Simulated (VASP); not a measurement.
A convergence study with VASP on HgTe (zinc blende): one setting is varied, all else stays as given below, so the limit is that of these other settings. Each run relaxes cell and ions from the cell shown. The basis is that of the starting cell, so low cut-offs carry a Pulay error.

```
HgTe
1.0
    0.00000     3.23000     3.23000
    3.23000     0.00000     3.23000
    3.23000     3.23000     0.00000
Hg Te
1 1
Cartesian
  0.00000   0.00000   0.00000
  1.61500   1.61500   1.61500
```

These are PBE GGA, VASP's PBE PAW potentials (set 64) (plane waves; VASP 6.6.1) values and carry that method's errors. The tightest run used: 700 eV cut-off, 6×6×6 Γ-centred mesh, Gaussian smearing of 0.050 eV, potentials Hg Te.

```json
[
 {"setting": "ENCUT = 200", "relaxed volume (Å³/atom)": "32.335", "E (eV/atom)": "-1.7527", "plane waves": "444"},
 {"setting": "ENCUT = 250", "relaxed volume (Å³/atom)": "36.392", "E (eV/atom)": "-1.8144", "plane waves": "620"},
 {"setting": "ENCUT = 300", "relaxed volume (Å³/atom)": "36.728", "E (eV/atom)": "-1.8157", "plane waves": "821"},
 {"setting": "ENCUT = 350", "relaxed volume (Å³/atom)": "36.576", "E (eV/atom)": "-1.8141", "plane waves": "1018"},
 {"setting": "ENCUT = 400", "relaxed volume (Å³/atom)": "36.773", "E (eV/atom)": "-1.8191", "plane waves": "1243"}
]
```

### Question
These are the cheaper rows. Estimate the results at ENCUT = 700, and how far the last row shown lies from them.

### Answer

```tsv
quantity	tightest run	last row shown is off by
relaxed volume (Å³/atom)	36.895	-0.123
E (eV/atom)	-1.8207	0.0016
```

Left out are rungs that failed or repeat a setting and relaxations that didn't move; long series are thinned to 24 rows.

The compound is HgTe in the zinc blende structure.
